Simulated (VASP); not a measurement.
Method: PBEsol GGA, VASP's PBE PAW potentials (set 64) (plane waves; VASP).

VASP ran on this input.

### INCAR
```
SYSTEM = Tl2Rh3S2
PREC = Accurate
ENCUT = 300
EDIFF = 1E-6
NELM = 100
ALGO = Normal
LREAL = .FALSE.
LASPH = .TRUE.
ISMEAR = -1
SIGMA = 0.1
GGA = PS
LMAXMIX = 4
LWAVE = .FALSE.
LCHARG = .FALSE.
ISIF = 2
```

File KPOINTS:
```
Automatic mesh
0
Gamma
5 5 5
0 0 0
```

POSCAR:
```
Tl2Rh3S2
1
    2.7909270000     1.6113420000     4.6042430000
   -2.7909270000     1.6113420000     4.6042430000
    0.0000000000    -3.2226850000     4.6042430000
Tl Rh S
2 3 2
Direct
  0.0000000000   0.0000000000   0.0000000000
  0.5000000000   0.5000000000   0.5000000000
  0.5000000000   0.0000000000   0.0000000000
  0.0000000000   0.5000000000   0.0000000000
  0.0000000000   0.0000000000   0.5000000000
  0.7197170000   0.7197170000   0.7197170000
  0.2802830000   0.2802830000   0.2802830000
```

POTCAR, in this order: Tl_d Rh_pv S (PBE.64 set). Program: vasp_std.

Output of the run:

OSZICAR:
```
       N       E                     dE             d eps       ncg     rms          rms(c)
DAV:   1     0.619102161588E+03    0.61910E+03   -0.36118E+04  2158   0.115E+03
DAV:   2    -0.121298048037E+02   -0.63123E+03   -0.61066E+03  2047   0.379E+02
DAV:   3    -0.418038014192E+02   -0.29674E+02   -0.28966E+02  2123   0.805E+01
DAV:   4    -0.423619514515E+02   -0.55815E+00   -0.55649E+00  2059   0.105E+01
DAV:   5    -0.423710986035E+02   -0.91472E-02   -0.91397E-02  2169   0.135E+00    0.264E+01
DAV:   6    -0.412436530114E+02    0.11274E+01   -0.45112E+00  2022   0.136E+01    0.131E+01
DAV:   7    -0.410702379726E+02    0.17342E+00   -0.21876E+00  2040   0.907E+00    0.808E+00
DAV:   8    -0.409164092970E+02    0.15383E+00   -0.59708E-01  2014   0.485E+00    0.163E+00
DAV:   9    -0.409134674530E+02    0.29418E-02   -0.39170E-02  2043   0.943E-01    0.549E-01
DAV:  10    -0.409122985401E+02    0.11689E-02   -0.78429E-03  2032   0.507E-01    0.163E-01
DAV:  11    -0.409122548612E+02    0.43679E-04   -0.51564E-04  2060   0.116E-01    0.598E-02
DAV:  12    -0.409122642530E+02   -0.93919E-05   -0.64774E-05  2100   0.410E-02    0.313E-02
DAV:  13    -0.409122638029E+02    0.45012E-06   -0.12123E-05  2038   0.191E-02    0.940E-03
DAV:  14    -0.409122635516E+02    0.25131E-06   -0.11155E-06  1267   0.591E-03
   1 F= -.40912264E+02 E0= -.40851299E+02  d E =-.121928E+00
```

**OUTCAR**
```
------------------------ aborting loop because EDIFF is reached ----------------------------------------
  FORCE on cell =-STRESS in cart. coord.  units (eV):
  Direction    XX          YY          ZZ          XY          YZ          ZX
  --------------------------------------------------------------------------------------
  Total        3.4410191      3.4410186      3.5117454     -0.0000000     -0.0000003      0.0000000
  in kB       44.3763813     44.3763746     45.2884888     -0.0000000     -0.0000033      0.0000000
  external PRESSURE =      44.6804149 kB  Pullay stress =       0.0000000 kB
  volume of cell :      124.24
      direct lattice vectors                 reciprocal lattice vectors
     2.790927000  1.611342000  4.604243000     0.179151945  0.103433431  0.072396997
    -2.790927000  1.611342000  4.604243000    -0.179151945  0.103433431  0.072396997
     0.000000000 -3.222685000  4.604243000     0.000000000 -0.206866863  0.072396975
 POSITION                                       TOTAL-FORCE (eV/Angst)
 -----------------------------------------------------------------------------------
      0.00000      0.00000      0.00000        -0.000000     -0.000000     -0.000000
      0.00000     -0.00000      6.90636        -0.000000     -0.000000     -0.000000
      1.39546      0.80567      2.30212        -0.000000     -0.000000     -0.000000
     -1.39546      0.80567      2.30212         0.000000     -0.000000     -0.000000
      0.00000     -1.61134      2.30212         0.000000     -0.000000     -0.000000
      0.00000     -0.00000      9.94126        -0.000000      0.000000     -0.826476
      0.00000     -0.00000      3.87147        -0.000000     -0.000000      0.826476
 -----------------------------------------------------------------------------------
    total drift:                                0.000000      0.000000     -0.000000
  FREE ENERGIE OF THE ION-ELECTRON SYSTEM (eV)
  ---------------------------------------------------
  free  energy   TOTEN  =       -40.9122635516 eV

  energy  without entropy=      -40.7903353350  energy(sigma->0) =      -40.85129944
```
(Selected blocks of OUTCAR.)

At this cut-off the stress carries a Pulay error, which pulls relaxed volumes low.

The structure comes from a computed database's Tl2Rh3S2 entry (R-3m); how it stands against other phases isn't given here. The cell was not relaxed at this level, and its volume differs by -5.9 % from the start's. The electron count is odd and the run is not spin-polarised, which forces a metal.
